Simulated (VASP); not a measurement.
Calculation: r2SCAN meta-GGA, VASP's PBE PAW potentials (set 64) (plane waves; VASP 6.6.1).

Input for VASP

INCAR:
```
# general
SYSTEM   =  CdF2
PREC     =  Accurate
ENCUT    =  600
LREAL    =  F   # projection in real space or not
LASPH    =  T   # aspherical one-centre terms

# electronic loop
EDIFF    =  1E-7
NELM     =  100   # most electronic steps
ALGO     =  Normal   # blocked Davidson
LMAXMIX  =  4
LMIXTAU  =  T

# smearing
ISMEAR   =  0   # Gaussian
SIGMA    =  0.05   # width (eV)

# functional
METAGGA  =  R2SCAN

# ions
ISIF     =  2   # forces and stress, cell fixed

# output
LWAVE    =  F
LCHARG   =  F
```

File KPOINTS:
```
Regular mesh
0
gamma
6 6 6
```

**POSCAR**
```
CdF2
1
    0.0000000000     2.7286955594     2.7016787717
    2.7286955594     0.0000000000     2.7016787717
    2.7286955594     2.7286955594     0.0000000000
Cd F
1 2
Direct
  0.0000000000   0.0000000000   0.0000000000
  0.2500000000   0.2500000000   0.2500000000
  0.7500000000   0.7500000000   0.7500000000
```

POTCAR, in this order: Cd F (PBE.64 set). Program: vasp_std.

What VASP printed:

**OUTCAR**
```
 ion  position               nearest neighbor table
   1  0.000  0.000  0.000-   3 2.36   3 2.36   3 2.36   2 2.36   3 2.36   2 2.36   2 2.36   2 2.36
  LATTYP: Found a body centered tetragonal cell.
 ALAT       =     3.8589582677
 C/A-ratio  =     1.4002114479
 Subroutine PRICEL returns:
 Original cell was already a primitive cell.
 Subroutine GETGRP returns: Found 16 space group operations
The static configuration has the point symmetry D_4h.
The dynamic configuration has the point symmetry D_4h.
 Subroutine INISYM returns: Found 16 space group operations
 Subroutine IBZKPT returns following result:
 Found     30 irreducible k-points:

 Following reciprocal coordinates:
            Coordinates               Weight
  0.000000  0.000000  0.000000      1.000000
  0.166667  0.000000  0.000000      8.000000
  0.333333  0.000000  0.000000      8.000000
  0.500000  0.000000  0.000000      4.000000
  0.166667  0.166667  0.000000      2.000000
  0.333333  0.166667  0.000000      8.000000
  0.500000  0.166667  0.000000      8.000000
 -0.333333  0.166667  0.000000      8.000000
 -0.166667  0.166667  0.000000      4.000000
  0.333333  0.333333  0.000000      2.000000
  0.500000  0.333333  0.000000      8.000000
 -0.333333  0.333333  0.000000      4.000000
  0.500000  0.500000  0.000000      1.000000
  0.166667  0.000000  0.166667      4.000000
  0.333333 -0.000000  0.166667     16.000000
  0.500000  0.000000  0.166667     16.000000
 -0.333333  0.000000  0.166667     16.000000
 -0.166667  0.000000  0.166667      8.000000
  0.500000  0.333333  0.166667      8.000000
 -0.333333  0.333333  0.166667     16.000000
 -0.166667  0.333333  0.166667      8.000000
 -0.333333  0.500000  0.166667      4.000000
  0.333333  0.000000  0.333333      4.000000
  0.500000  0.000000  0.333333     16.000000
 -0.333333  0.000000  0.333333      8.000000
  0.500000  0.166667  0.333333      8.000000
 -0.333333  0.166667  0.333333      8.000000
 -0.166667  0.500000  0.333333      4.000000
  0.500000  0.000000  0.500000      2.000000
 -0.333333  0.166667  0.500000      4.000000
   k-points           NKPTS =     30   k-points in BZ     NKDIM =     30   number of bands    NBANDS=     17
   number of dos      NEDOS =    301   number of ions     NIONS =      3
   total plane-waves  NPLWV =  32768
   dimension x,y,z NGX =    32 NGY =   32 NGZ =   32
   dimension x,y,z NGXF=    64 NGYF=   64 NGZF=   64
   ions per type =               1   2
   PREC   = accura    normal or accurate (medium, high low for compatibility)
   ISTART =      0    job   : 0-new  1-cont  2-samecut
   ICHARG =      2    charge: 1-file 2-atom 10-const
   ISPIN  =      1    spin polarized calculation?
   LNONCOLLINEAR =      F non collinear calculations
   LSORBIT =      F    spin-orbit coupling
   INIWAV =      1    electr: 0-lowe 1-rand  2-diag
   ENCUT  =  600.0 eV  44.10 Ry    6.64 a.u.   7.67  7.67  7.71*2*pi/ulx,y,z
   NELM   =    100;   NELMIN=  2; NELMDL= -5     # of ELM steps
   EDIFF  = 0.1E-06   stopping-criterion for ELM
   LREAL  =      F    real-space projection
   NLSPLINE    = F    spline interpolate recip. space projectors
   LMAXMIX     =    4 max onsite mixed and CHGCAR
   VOSKOWN=      0    Vosko Wilk Nusair interpolation
   EDIFFG = 0.1E-05   stopping-criterion for IOM
   NSW    =      0    number of steps for IOM
   NBLOCK =      1;   KBLOCK =      1    inner block; outer block
   IBRION =     -1    ionic relax: 0-MD 1-quasi-New 2-CG
   NFREE  =      0    steps in history (QN), initial steepest desc. (CG)
   ISIF   =      2    stress and relaxation
   ISYM   =      2    0-nonsym 1-usesym 2-fastsym
   TEIN   =    0.0    initial temperature
   TEBEG  =    0.0;   TEEND  =   0.0 temperature during run
...
```

OSZICAR:
```
       N       E                     dE             d eps       ncg     rms          rms(c)
DAV:   1     0.187888815668E+03    0.18789E+03   -0.17356E+04  1044   0.176E+03
DAV:   2    -0.337967995818E+02   -0.22169E+03   -0.21483E+03  1105   0.409E+02
DAV:   3    -0.431687130072E+02   -0.93719E+01   -0.93480E+01  1138   0.957E+01
DAV:   4    -0.432113666456E+02   -0.42654E-01   -0.42644E-01  1134   0.640E+00
DAV:   5    -0.432115177203E+02   -0.15107E-03   -0.15107E-03  1153   0.357E-01    0.853E+00
DAV:   6    -0.335091506720E+02    0.97024E+01   -0.53387E+00  1053   0.501E+01    0.101E+01
DAV:   7    -0.334948169748E+02    0.14334E-01   -0.22039E+00  1022   0.165E+01    0.455E+00
DAV:   8    -0.346997325904E+02   -0.12049E+01   -0.57716E-01  1020   0.107E+01    0.219E+00
DAV:   9    -0.332559471988E+02    0.14438E+01   -0.45081E-01  1036   0.777E+00    0.776E-01
DAV:  10    -0.336855552267E+02   -0.42961E+00   -0.46329E-01  1020   0.702E+00    0.236E-01
DAV:  11    -0.337160157939E+02   -0.30461E-01   -0.11910E-02  1042   0.147E+00    0.198E-01
DAV:  12    -0.337015016730E+02    0.14514E-01   -0.18105E-02  1021   0.172E+00    0.272E-01
DAV:  13    -0.337202367149E+02   -0.18735E-01   -0.11358E-02  1020   0.134E+00    0.678E-02
DAV:  14    -0.337208457848E+02   -0.60907E-03   -0.22781E-04  1084   0.178E-01    0.359E-02
DAV:  15    -0.337210108369E+02   -0.16505E-03   -0.50683E-05  1029   0.869E-02    0.244E-02
DAV:  16    -0.337212099913E+02   -0.19915E-03   -0.16590E-04  1024   0.151E-01    0.132E-02
DAV:  17    -0.337212340809E+02   -0.24090E-04   -0.25904E-05  1030   0.588E-02    0.416E-03
DAV:  18    -0.337212349483E+02   -0.86746E-06   -0.63833E-07  1057   0.113E-02    0.198E-03
DAV:  19    -0.337212350015E+02   -0.53221E-07   -0.40034E-07  1029   0.817E-03
   1 F= -.33721235E+02 E0= -.33721235E+02  d E =-.191898E-12
```

**OUTCAR**
```
------------------------ aborting loop because EDIFF is reached ----------------------------------------
  FORCE on cell =-STRESS in cart. coord.  units (eV):
  Direction    XX          YY          ZZ          XY          YZ          ZX
  --------------------------------------------------------------------------------------
  Total       -0.6766638     -0.6766638     -0.3947428      0.0000000      0.0000000      0.0000000
  in kB      -26.9469516    -26.9469516    -15.7199404      0.0000000      0.0000000      0.0000000
  external PRESSURE =     -23.2046145 kB  Pullay stress =       0.0000000 kB
  volume of cell :       40.23
      direct lattice vectors                 reciprocal lattice vectors
     0.000000000  2.728695559  2.701678772    -0.183237737  0.183237737  0.185070115
     2.728695559  0.000000000  2.701678772     0.183237737 -0.183237737  0.185070115
     2.728695559  2.728695559  0.000000000     0.183237737  0.183237737 -0.185070115
 POSITION                                       TOTAL-FORCE (eV/Angst)
 -----------------------------------------------------------------------------------
      0.00000      0.00000      0.00000         0.000000     -0.000000      0.000000
      1.36435      1.36435      1.35084        -0.000000     -0.000000     -0.000000
      4.09304      4.09304      4.05252         0.000000      0.000000      0.000000
 -----------------------------------------------------------------------------------
    total drift:                                0.000000     -0.000000      0.000000
  FREE ENERGIE OF THE ION-ELECTRON SYSTEM (eV)
  ---------------------------------------------------
  free  energy   TOTEN  =       -33.7212350015 eV

  energy  without entropy=      -33.7212350015  energy(sigma->0) =      -33.72123500
```
(Selected blocks of OUTCAR.)

The compound is CdF2 in the fluorite structure. This cell was strained or had an atom moved on purpose.
